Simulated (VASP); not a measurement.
Calculation: PBE GGA, VASP's PBE PAW potentials (set 64) (plane waves; VASP).

Input for VASP

**POSCAR**
```
Mg53Si27
1.0
  0.0000000000   9.5407245528   9.5407245528
  9.5407245528   0.0000000000   9.5407245528
  9.5407245528   9.5407245528   0.0000000000
Mg Si
53 27
Cart
  1.5901143983   1.5901143983   1.5901143983
  4.7703622764   4.7703622764   4.7703622764
  4.7703622764   4.7703622764   1.5901143983
  7.9506006138   7.9506006138   4.7703622764
  7.9506006138   7.9506006138   1.5901143983
 11.1308484918  11.1308484918   4.7703622764
  4.7703622764   1.5901143983   4.7703622764
  7.9506006138   4.7703622764   7.9506006138
  7.9506101545   4.7703622764   4.7703622764
 11.0883827269   7.9828387220   4.7293753237
 14.3110868292  11.1308484918   7.9506006138
  7.9506006138   1.5901143983   7.9506006138
 11.1308484918   4.7703622764  11.1308484918
 11.1635922585   4.8174171299   7.9660756690
 14.3110868292   7.9506006138  11.1308484918
 14.2820448637   7.9731071830   7.9148515189
 17.4913347073  11.1308484918  11.1308484918
  1.5901143983   4.7703622764   4.7703622764
  4.7703622764   7.9506006138   7.9506006138
  4.7703622764   7.9506101545   4.7703622764
  7.9506006138  11.1308389511   7.9506006138
  7.9506006138  11.1308484918   4.7703622764
 11.1308484918  14.3110868292   7.9506006138
  4.7703622764   4.7703622764   7.9506101545
  7.9506006138   7.9506006138  11.1308389511
  7.9884486681   7.9017807262   7.9759694003
 11.1308389511  11.1308389511  11.1308389511
 11.0921799352  11.1201819618   7.9660947504
 14.3110868292  14.3110868292  11.1308389511
  7.9506006138   4.7703622764  11.1308484918
 11.1308484918   7.9506006138  14.3110868292
 11.1408376304   7.9866645526  11.1640502133
 14.3110868292  11.1308389511  14.3110868292
 14.3110868292  11.1308484918  11.1308484918
 17.4913347073  14.3110868292  14.3110868292
  1.5901143983   7.9506006138   7.9506006138
  4.7703622764  11.1308484918  11.1308484918
  4.7703622764  11.1308484918   7.9506006138
  7.9506006138  14.3110868292  11.1308484918
  7.9506006138  14.3110868292   7.9506006138
 11.1308484918  17.4913347073  11.1308484918
  4.7703622764   7.9506006138  11.1308484918
  7.9506006138  11.1308484918  14.3110868292
  7.9506101545  11.1308484918  11.1308484918
 11.1308389511  14.3110868292  14.3110868292
 11.1308484918  14.3110868292  11.1308484918
 14.3110868292  17.4913347073  14.3110868292
  7.9506006138   7.9506006138  14.3110868292
 11.1308484918  11.1308484918  17.4913347073
 11.1308484918  11.1308484918  14.3110868292
 14.3110868292  14.3110868292  17.4913347073
 14.3110868292  14.3110868292  14.3110868292
 17.4913347073  17.4913347073  17.4913347073
  0.0000000000   0.0000000000   0.0000000000
  3.1802383374   3.1802383374   0.0000000000
  6.3604862154   6.3604862154   0.0000000000
  3.1802383374   0.0000000000   3.1802383374
  6.3604766747   3.1802383374   3.1802383374
  9.5407245528   6.3604862154   3.1802383374
  6.3604862154   0.0000000000   6.3604862154
  9.5407245528   3.1802383374   6.3604862154
 12.7613869401  15.8959156661  15.9413485964
  0.0000000000   3.1802383374   3.1802383374
  3.1802383374   6.3604766747   3.1802383374
  6.3604862154   9.5407245528   3.1802383374
  3.1802383374   3.1802383374   6.3604766747
  6.3604766747   6.3604766747   6.3604766747
  9.5286269141   9.5848885668   6.3226477019
  6.3604862154   3.1802383374   9.5407245528
  9.5397132360   6.3807888773   9.5131423181
 12.7414277443   9.5066737069   9.5859189650
  0.0000000000   6.3604862154   6.3604862154
  3.1802383374   9.5407245528   6.3604862154
 15.9012107682  12.7209724309  15.9012107682
  3.1802383374   6.3604862154   9.5407245528
  6.3604766747   9.5407245528   9.5407245528
  9.5407245528  12.7209724309   9.5407245528
  6.3604862154   6.3604862154  12.7209724309
  9.5407245528   9.5407245528  12.7209724309
 12.7209724309  12.7209724309  12.7209724309
```

**KPOINTS**
```
Automatic mesh
0
Gamma
1 1 1
0 0 0
```

**INCAR**
```
SYSTEM = Mg53Si27
PREC = Normal
ENCUT = 400
EDIFF = 1E-5
NELM = 100
ALGO = Fast
LREAL = Auto
LASPH = .TRUE.
ISMEAR = 0
SIGMA = 0.05
GGA = PE
LWAVE = .FALSE.
LCHARG = .FALSE.
NELMIN = 4
ISYM = 0
IBRION = 2
ISIF = 2
NSW = 60
EDIFFG = -0.03
```

POTCAR, in this order: Mg Si (PBE.64 set). Program: vasp_gam.

The supercell is sampled at Γ alone, which is coarse: total energies, pressure and levels can be off, energies of defects by several tenths of an eV.

**Question.** What does the run give for the energy per atom (σ→0)?

**Answer.** 
| Quantity | Value |
|---|---|
| energy per atom (σ→0) | -2.806 eV/atom |

**OSZICAR**
```
...
   8 F= -.22447895E+03 E0= -.22444039E+03  d E =-.529158E-02
       N       E                     dE             d eps       ncg     rms          rms(c)
DAV:   1    -0.224480141538E+03   -0.11942E-02   -0.52517E-02   304   0.457E-01    0.692E-02
RMM:   2    -0.224480199750E+03   -0.58212E-04   -0.29835E-03   296   0.114E-01    0.295E-02
RMM:   3    -0.224480226221E+03   -0.26471E-04   -0.55624E-04   296   0.511E-02    0.141E-02
RMM:   4    -0.224480237227E+03   -0.11005E-04   -0.89229E-05   299   0.228E-02    0.787E-03
RMM:   5    -0.224480240104E+03   -0.28774E-05   -0.21024E-05   193   0.114E-02
   9 F= -.22448024E+03 E0= -.22444168E+03  d E =-.657997E-02
```

The cell is a supercell with a defect, built from a database entry that may be metastable or hypothetical: vac_Mg. The run is not spin-polarised, so no state with unpaired spins was tried.
